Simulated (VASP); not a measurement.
The system is SrZr2O3.

```
Sr Zr O
1.0
     4.44329    0.00000    0.00000
    -2.22165    3.84800    0.00000
     0.00000    0.00000    5.48902
Sr Zr O
1 2 3
Direct
  0.00000 0.00000 0.50000
  0.33333 0.66667 0.00000
  0.66667 0.33333 0.00000
  0.50000 0.00000 0.50000
  0.00000 0.50000 0.50000
  0.50000 0.50000 0.50000
```

The cell was built by a generator and needn't be a form met in nature.

| Quantity | Value |
| --- | --- |
| Program | VASP 6.6.1 |
| Task | relaxation of cell and atoms |
| Functional | PBE |
| Potentials or basis | VASP PAW PBE potentials, release 64 (Sr_sv, Zr_sv, O) |
| Cutoff | 520 eV |
| k mesh | 4 × 4 × 3 |
| Occupations | gaussian, width 0.15 eV |
| Spin | no spin polarisation |

At the start: pressure 20.4 GPa; volume 15.64 Å³/atom.

Question: Where does the relaxation end?

Answer: Over 9 steps the energy falls by 2708.1 meV/atom and the volume is 13.79 Å³/atom (-11.8 %); space group P6/mmm (No. 191, to 0.05 Å).

The path:
```
step  energy change (eV)  largest force (eV/Å)  pressure (GPa)  volume (Å³)
   1              0.0000                0.0000           20.43        93.85
   2             -7.1023                0.0000          -21.44       119.20
   3             -7.4279                0.0000          -24.34       122.25
   4            -14.2035                0.0000          -26.24       102.38
   5            -14.2814                0.0000          -26.82       101.68
   6            -15.8727                0.0000           17.80        76.00
   7            -16.1991                0.0000            0.42        82.41
   8            -16.2450                0.0000           -0.14        82.66
   9            -16.2485                0.0000           -0.34        82.74
```

Final structure:
```cif
data_structure
_symmetry_space_group_name_H-M 'P 1'
_symmetry_Int_Tables_number 1
_cell_length_a 5.3785
_cell_length_b 5.3785
_cell_length_c 3.3028
_cell_angle_alpha 90.000
_cell_angle_beta 90.000
_cell_angle_gamma 120.000
_cell_volume 82.74
loop_
_atom_site_label
_atom_site_type_symbol
_atom_site_fract_x
_atom_site_fract_y
_atom_site_fract_z
_atom_site_occupancy
Sr1 Sr 0.00000 0.00000 0.50000 1
Zr1 Zr 0.33333 0.66667 0.00000 1
Zr2 Zr 0.66667 0.33333 0.00000 1
O1 O 0.50000 0.00000 0.50000 1
O2 O 0.00000 0.50000 0.50000 1
O3 O 0.50000 0.50000 0.50000 1
```

Caveat: the k mesh is coarse (spacing up to 0.41 Å⁻¹), so the values aren't converged.
